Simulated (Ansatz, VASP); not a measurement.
## CoH3: VASP beside Ansatz

Wanted: the spread between two codes on one cell, functional and k mesh. The cell is taken from a series of runs on this material, whose earlier steps may have relaxed, scaled, displaced or heated it; both programs get it as it stands.

Program: Ansatz 0.2.0. Level of theory: plane waves, with VASP 6.6.1 beside it; single point at PBE. Results are calculated unless marked as measured.

## (1) Set-up

The structure is orthorhombic, space group Amm2 (No. 38). The conventional cell has a = 2.612 Å, b = 3.694 Å, c = 3.694 Å, α = 90.00°, β = 90.00°, γ = 90.00°. Co has 5 H at 1.51 to 1.69 Å nearest. Nearest to H lie 1 Co at 1.51 Å. Nearest to H lie 1 H at 1.69 Å and 2 Co at 1.69 Å. Farther neighbours are not listed.

## (2) VASP: single point, PBE

A single point gives forces, pressure and levels at one fixed geometry, so differences don't come from the geometry; what else differs is listed under the comparison.

Lines of VASP's logs that name or quote its potential files are left out, and so is its time.

The input, INCAR:

```
SYSTEM = CoH3
PREC = Accurate
ENCUT = 600
EDIFF = 1E-06
NELM = 120
ISMEAR = 1
SIGMA = 0.2
LREAL = .FALSE.
ALGO = Normal
GGA = PE
NBANDS = 12
LASPH = .TRUE.
LORBIT = 11
LWAVE = .FALSE.
LCHARG = .FALSE.
ISIF = 2
GGA_COMPAT = .FALSE.
```

The input, POSCAR:

```
CoH3
1.0
    2.6121745813      0.0000000000      0.0000000000
    0.0000000000      2.6121745813      0.0000000000
    0.0000000000      0.0000000000      2.6121745813
Co H
1 3
Direct
    0.0000000000      0.9962840393      0.9962840393
    0.0000000000      0.5866229124      0.5866229124
    0.5000000000      0.0440095639      0.5866229124
    0.5000000000      0.5866229124      0.0440095639
```

The input, KPOINTS:

```
Automatic mesh
0
Gamma
16 16 16
0 0 0
```

PAW data sets: Co and H (PBE family, release 64).

The run is started by

```bash
mpirun -np 1 vasp_std
```

Numbers of over 12 decimals in the logs are rounded to 6 here.

The log of the run:

```text
[banner, memory and clock lines left out]
running    1 mpi-ranks, on    1 nodes
 distrk:  each k-point on    1 cores,    1 groups
 distr:  one band on    1 cores,    1 groups

 POSCAR found type information on POSCAR CoH
 POSCAR found :  2 types and       4 ions
 LDA part: xc-table for (Slater+PW92), standard interpolation
 POSCAR, INCAR and KPOINTS ok, starting setup
 FFT: planning ... GRIDC
 FFT: planning ... GRID_SOFT
 FFT: planning ... GRID
 WAVECAR not read
 entering main loop
       N       E                     dE             d eps       ncg     rms          rms(c)
DAV:   1     0.423514755178E+02    0.42351E+02   -0.61738E+03 15880   0.129E+03
DAV:   3    -0.180666015376E+02   -0.20666E+01   -0.20529E+01 18320   0.470E+01
DAV:   4    -0.180888111779E+02   -0.22210E-01   -0.22202E-01 17872   0.435E+00
DAV:   5    -0.180894844239E+02   -0.67325E-03   -0.67323E-03 19124   0.773E-01    0.157E+01
DAV:   6    -0.180605533937E+02    0.28931E-01   -0.42279E+01 18016   0.905E+01    0.106E+01
DAV:   7    -0.161993665440E+02    0.18612E+01   -0.16587E+01 18512   0.555E+01    0.324E+00
DAV:   8    -0.161498390599E+02    0.49527E-01   -0.22342E-01 21132   0.524E+00    0.753E-01
DAV:   9    -0.161483045587E+02    0.15345E-02   -0.12992E-02 18512   0.964E-01    0.142E-01
DAV:  10    -0.161482668044E+02    0.37754E-04   -0.75206E-04 20108   0.258E-01    0.434E-02
DAV:  11    -0.161482691493E+02   -0.23449E-05   -0.13781E-04 18324   0.161E-01    0.212E-02
DAV:  12    -0.161482665592E+02    0.25901E-05   -0.93572E-06 17508   0.322E-02    0.231E-03
DAV:  13    -0.161482662663E+02    0.29281E-06   -0.42053E-07  9368   0.917E-03
   1 F= -.16148266E+02 E0= -.16148791E+02  d E =0.157540E-02
```

Parts of OUTCAR (step 2):

```text
ion  position               nearest neighbor table
   1  0.000  0.996  0.996-   2 1.51   3 1.69   4 1.69   3 1.69   4 1.69   2 1.88   2 1.88
   2  0.000  0.587  0.587-   1 1.51   1 1.88   1 1.88
   3  0.500  0.044  0.587-   1 1.69   1 1.69
   4  0.500  0.587  0.044-   1 1.69   1 1.69

  LATTYP: Found a simple cubic cell.
 ALAT       =     2.6121745813

 Subroutine GETGRP returns: Found  4 space group operations
 (whereof  4 operations were pure point group operations)

The static configuration has the point symmetry C_2v.

 Found    657 irreducible k-points:

   k-points           NKPTS =    657   k-points in BZ     NKDIM =    657   number of bands    NBANDS=     12

   dimension x,y,z NGX =    24 NGY =   24 NGZ =   24
   dimension x,y,z NGXF=    48 NGYF=   48 NGZF=   48

   ENCUT  =  600.0 eV  44.10 Ry    6.64 a.u.   5.22  5.22  5.22*2*pi/ulx,y,z

   NELECT =      12.0000    total number of electrons

 k-points in reciprocal lattice and weights: Automatic mesh
   0.00000000  0.00000000  0.00000000       0.000
   0.06250000  0.00000000  0.00000000       0.000
   0.00000000  0.06250000  0.00000000       0.001
   0.12500000  0.00000000  0.00000000       0.000
   0.00000000  0.12500000  0.00000000       0.001
   0.18750000  0.00000000  0.00000000       0.000
   0.00000000  0.18750000  0.00000000       0.001
   0.25000000  0.00000000  0.00000000       0.000
   0.00000000  0.25000000  0.00000000       0.001
[...]
0.43750000  0.50000000  0.50000000       0.000
   0.50000000  0.50000000  0.50000000       0.000

 average (electrostatic) potential at core
       1 -80.7793       2 -30.1799       3 -30.0391       4 -30.0391

 E-fermi :   8.1622

 k-point     1 :       0.0000    0.0000    0.0000
  band No.  band energies     occupation
    ...
      2       3.1955      2.00000
      3       3.6091      2.00000
      4       7.1415      2.00000
      5       7.1555      2.00000
      6       7.1958      2.00000
      7      13.2955      0.00000
      8      14.1887      0.00000
      9      18.6206      0.00000
     10      18.7523      0.00000
     11      19.6532      0.00000
    ...

 k-point     2 :       0.0625    0.0000    0.0000
  band No.  band energies     occupation
    ...
      2       3.1827      2.00000
      3       3.6469      2.00000
      4       7.1095      2.00000
      5       7.1323      2.00000
      6       7.1472      2.00000
      7      13.3128      0.00000
      8      13.6936      0.00000
      9      18.1457      0.00000
     10      19.6359      0.00000
     11      19.7287      0.00000
    ...

 k-point     3 :       0.0000    0.0625    0.0000
  band No.  band energies     occupation
    ...
      2       3.2184      2.00000
      3       3.6093      2.00000
      4       7.0921      2.00000
      5       7.1244      2.00000
      6       7.1867      2.00000
      7      12.9520      0.00000
      8      14.0715      0.00000
      9      18.5942      0.00000
     10      18.8834      0.00000
     11      19.9550      0.00000
    ...

  Total        0.4328425      1.4606469      1.4606469     -0.0000000      0.7506155      0.0000000
  in kB       38.9075466    131.2953135    131.2953135     -0.0000000     67.4716786      0.0000000
  external PRESSURE =     100.4993912 kB  Pullay stress =       0.0000000 kB

  energy-cutoff  :      600.00
  volume of cell :       17.82
      direct lattice vectors                 reciprocal lattice vectors
     2.612174581  0.000000000  0.000000000     0.382822805  0.000000000  0.000000000
     0.000000000  2.612174581  0.000000000     0.000000000  0.382822805  0.000000000
     0.000000000  0.000000000  2.612174581     0.000000000  0.000000000  0.382822805

 POSITION                                       TOTAL-FORCE (eV/Angst)
 -----------------------------------------------------------------------------------
      0.00000      2.60247      2.60247         0.000000      0.618667      0.618667
      0.00000      1.53236      1.53236         0.000000     -0.564364     -0.564364
      1.30609      0.11496      1.53236         0.000000      0.031261     -0.085565
      1.30609      1.53236      0.11496         0.000000     -0.085565      0.031261
 -----------------------------------------------------------------------------------
    total drift:                                0.000000      0.000222      0.000221

  FREE ENERGIE OF THE ION-ELECTRON SYSTEM (eV)
  ---------------------------------------------------
  free  energy   TOTEN  =       -16.1482662663 eV

  energy  without entropy=      -16.1498416636  energy(sigma->0) =      -16.14879140

 total charge
# of ion       s       p       d       tot
------------------------------------------
    1        0.436   0.640   7.568   8.645
    2        0.515   0.037   0.000   0.552
    3        0.492   0.033   0.000   0.525
    4        0.492   0.033   0.000   0.525
--------------------------------------------------
tot          1.935   0.743   7.568  10.246

[... 3 further parts left out ...]
```

This run has no spin polarisation, so a moment on Co, if there is one, isn't seen.

## (3) Ansatz: single point, PBE

Ansatz runs on norm-conserving files, of PseudoDojo where its log says so.

The same cell, functional, mesh and smearing now go to Ansatz, which takes its cutoff from its data sets.

The input, input.yaml:

```yaml
crystal:
  lattice:
    - [2.6121745813, 0.0, 0.0]
    - [0.0, 2.6121745813, 0.0]
    - [0.0, 0.0, 2.6121745813]
  atoms:
    - { symbol: Co, position: [0.0, -0.0037159607, -0.0037159607] }
    - { symbol: H, position: [0.0, 0.5866229124, 0.5866229124] }
    - { symbol: H, position: [0.5, 0.0440095639, 0.5866229124] }
    - { symbol: H, position: [0.5, 0.5866229124, 0.0440095639] }
kpoints:
  mp_grid: { grid: [16, 16, 16] }
hamiltonian:
  xc: pbe
  pseudopotentials: { kind: nc }
scf:
  occupations: { method: methfessel_paxton, width: 0.2 }
output:
  forces: true
  stress: true
  eigenvalues: true
```

The run is started by

```bash
ansatz run input.yaml --threads 4 --pin off --max-ram 7168MiB --backend cpu --events-out ev --progress --plain --runs-dir out
```

The log of the run:

```text
Engine: ansatz 0.2.0, aarch64-unknown-linux-gnu
Pseudopotentials: kind: nc
Pseudopotential: Co, nc, valence charge 17, recommended cutoff 1306.14654 eV (normal), Co.nc.azcp (PseudoDojo's, or run here from an input of PseudoDojo's: the run reads no file of this project's for it)
Pseudopotential: H, nc, valence charge 1, recommended cutoff 979.609905 eV (normal), H.nc.azcp
Functional definition: PBE
  parameter kappa = 0.804
  parameter beta = 0.066725
  exchange = pbe_x(kappa = kappa, mu = beta*pi^2/3)
  correlation = pbe_c(beta = beta)
Crystal: 4 atoms, lattice volume = 17.824 Å³
Basis set: ecut = 1306.14654 eV, 1935 PW (Γ), exchange–correlation on 64×64×64 points (8 copies of the dense FFT grid, shifted against one another)
Bands: 14, of which v1, the nominal top of the filled ones, is band 10 counted from 1 (9 counted from 0)
Symmetry: 4 space group operations
Space group: Amm2 (ITA 38), of the structure as read, at distance tolerance 2.6e-5 Å
k-points: 657 of 4096 (time reversal used)
Non-local potential: Co, projectors of the file, l = 0: 2, l = 1: 2, l = 2: 2
Non-local potential: H, projectors of the file, l = 0: 2, l = 1: 1
Initial density: superposition of atomic densities (chi_scale 0.1, normalization cell, long waves kept (reshape's long-wave potential 0.00 eV rms))
Initial wavefunctions: pseudopotential atomic-orbital guess
Functional: x = pbe(κ = 0.804, μ = 0.219515), c = pbe(β = 0.066725)
SCF iter   1: F=—  HF=-4211.040265 eV  |F-HF|=—  |Δ(HF+E_count)|=         —  Δρ=1.01e-1  dr2=5.63e-1  ethr=3.10e-3  ⟨swp⟩=5.5  Hψ=44512  notcnv=0
preconditioner: auto → none  [metal: Δε(μ)=0.010 eV  Ē_g=10.731 eV  σ=0.200 eV  W_gap=0.04  n_scr=6 (ndim 8)  ℏωp=30.5 eV  f_vac=0.000  D(μ)=0.59/eV (n_scr^D=6)  sad-step TF]
SCF iter   2: F=—  HF=-4210.934232 eV  |F-HF|=—  |Δ(HF+E_count)|=   1.06e-1  S|Δr|=    0.00e0  Δρ=5.53e-2  dr2=2.24e-1  ethr=2.82e-3  ⟨swp⟩=1.0  Hψ=14455  notcnv=0
SCF iter   3: F=—  HF=-4210.896058 eV  |F-HF|=—  |Δ(HF+E_count)|=   3.82e-2  S|Δr|=    0.00e0  Δρ=3.26e-2  dr2=1.39e-1  ethr=1.12e-3  ⟨swp⟩=2.3  Hψ=16089  notcnv=0
SCF iter   4: F=—  HF=-4210.873141 eV  |F-HF|=—  |Δ(HF+E_count)|=   2.29e-2  S|Δr|=    0.00e0  Δρ=1.24e-2  dr2=1.37e-2  ethr=6.96e-4  ⟨swp⟩=1.6  Hψ=13618  notcnv=0  defer=13
SCF iter   5: F=—  HF=-4210.871225 eV  |F-HF|=—  |Δ(HF+E_count)|=   1.92e-3  S|Δr|=    0.00e0  Δρ=2.67e-3  dr2=4.72e-4  ethr=6.83e-5  ⟨swp⟩=1.5  Hψ=13511  notcnv=0  defer=13
SCF iter   6: F=—  HF=-4210.871225 eV  |F-HF|=—  |Δ(HF+E_count)|=   1.15e-7  S|Δr|=    0.00e0  Δρ=3.24e-4  dr2=9.04e-6  ethr=2.36e-6  ⟨swp⟩=2.5  Hψ=15307  notcnv=0  defer=13
SCF iter   7: F=—  HF=-4210.871225 eV  |F-HF|=—  |Δ(HF+E_count)|=   4.84e-7  S|Δr|=    0.00e0  Δρ=7.03e-5  dr2=2.63e-7  ethr=4.52e-8  ⟨swp⟩=2.4  Hψ=15515  notcnv=0  defer=13
SCF iter   8: F=-4210.871225 eV  HF=-4210.871225 eV  |F-HF|=4.64e-9  |Δ(HF+E_count)|=   5.95e-8  S|Δr|=    0.00e0  Δρ=1.16e-5  dr2=7.68e-9  ethr=5.00e-10  ⟨swp⟩=6.9  Hψ=48869  notcnv=0
SCF 1 converged in 8 iterations: F = -4210.871225 eV  dr2 = 7.68e-9
SCF converged after 8 iterations
Stability not checked: this state was not tested for a lower state beside it, because cold or Methfessel-Paxton smearing, or corrected tetrahedra, fill the levels in a way that the test cannot read (fill_not_monotonic; see scf.lower_state_search)
Free energy (F): -4210.871225 eV
Harris-Foulkes:  -4210.871225 eV  (|F-HF|=4.64e-9)
Internal energy: -4210.872857 eV  (E = F + TS)
E sigma→0 (E₀):  -4210.871633 eV
Entropy (-TS):   0.001632 eV (0.408 meV/atom)
Fermi energy:    13.989341 eV
--- Per-component energies (eV) ---
  E_band       = -313.164367
  E_kinetic    = 1894.332198
  E_local      = -3619.088172  (includes V_loc(G=0)·N_el)
  E_nonlocal   = -519.950993
  E_hartree    = 1271.581223
  E_xc         = -793.262936
  E_vxc        = -611.617515  (∫ρ·V_xc dr)
  E_ewald      = -2444.484177
  E_smearing   = 0.001632  (= −TS)
  E_closure    = -0.000000  (closes the sum)
  Σ components = -4210.871225   (vs F -4210.871225, Δ=0.00e0)
--- Forces (eV/Å), atoms counted from 1 ---
  atom   1  Co     0.00000000     0.59493087     0.59493087
  atom   2  H      0.00000000    -0.54314809    -0.54314809
  atom   3  H      0.00000000     0.03005134    -0.08180910
  atom   4  H      0.00000000    -0.08180910     0.03005134
  max |Σ_I F_I| component: 2.50e-5 eV/Å
--- Stress (GPa, compression-positive) ---
        3.879753      -0.000000      -0.000000
       -0.000000      13.106182       6.567385
        0.000000       6.567385      13.106182
  P = ⅓ Tr σ = 10.0307 GPa (100.307 kbar)
--- Band table (eV; the first three rows and the last of 657) ---
  k-point 0: bands = [... 6 lower, 9.4099, 13.0000, 13.0315, 13.0485, 19.1131, 20.0092, 24.4073, 24.5445]
  k-point 1: bands = [... 6 lower, 9.4101, 12.9498, 12.9941, 13.0452, 18.7691, 19.8913, 24.3792, 24.6758]
  k-point 2: bands = [... 6 lower, 9.4174, 12.8116, 12.8731, 13.0532, 17.8118, 19.7367, 24.4842, 25.0605]
  k-point 656: bands = [... 6 lower, 7.7224, 13.6218, 13.6971, 16.2864, 16.8952, 18.4989, 19.1871, 19.9536]
```

The run ends at a pressure of 10.03 GPa, with forces up to 0.84 eV/Å.

## (4) Differences

Known differences besides the potentials themselves: the data sets hold 20 valence electrons in Ansatz (on norm-conserving files, of PseudoDojo where its log says so) and 12 in VASP; the cutoff is 1306.15 eV in Ansatz and 600 eV in VASP. Total energies have different zeros and are not compared.

The two programs side by side:

```
      quantity  Ansatz   VASP  difference
pressure (GPa)   10.03  10.05       -0.02
```

Forces (eV/Å; atoms numbered as in POSCAR):

```
atom         Ansatz x, y, z           VASP x, y, z
 Co1    0.000, 0.595, 0.595    0.000, 0.619, 0.619
  H2  0.000, -0.543, -0.543  0.000, -0.564, -0.564
  H3   0.000, 0.030, -0.082   0.000, 0.031, -0.086
  H4   0.000, -0.082, 0.030   0.000, -0.086, 0.031
```

The forces differ by 13 meV/Å r.m.s., which is 3.8 % of the r.m.s. force of 0.344 eV/Å (both taken over all components).

## (5) Further runs

Further runs change the set-up of one program: Ansatz's method, potentials or start, or VASP's data sets, cutoff or form of LDA. The table gives Ansatz less VASP for each quantity, since a change that brings one quantity closer may part another.

```
                                run  r.m.s. force difference (meV/Å)  pressure (GPa)
                           as above                               13          -0.019
VASP with the data sets Co_sv and H                              3.3             2.5
```

## (6) Results

```yaml
r_m_s_force_difference_single_point_pbe: 3.8 % of the r.m.s. force
```

In words: The r.m.s. force difference is 3.8 % of the r.m.s. force (single point, PBE), beyond the 3 % picked in this series as the mark of a large difference. The data sets hold unlike numbers of valence electrons (20 in Ansatz and 12 in VASP), so part of the differences comes from the potentials. Single point, PBE, VASP with the data sets Co_sv and H: r.m.s. force difference goes from 13 to 3.3 meV/Å; the difference in pressure goes from -0.019 to 2.5 GPa. How closely two codes agree says nothing of how well the functional describes the real material.

[Lines on the potential files, build, host, timing and source positions are cut from VASP's logs without a mark.]

[Logs are printed without paths, hosts, clocks, repeated set-up lines and the standing remarks that a program may print on its own settings, such as how far it seeks lower states.]

[Hosts, paths, dates, database ids (printed as entryN), source tags and the programs' standing remarks are cut or masked in the printed files.]
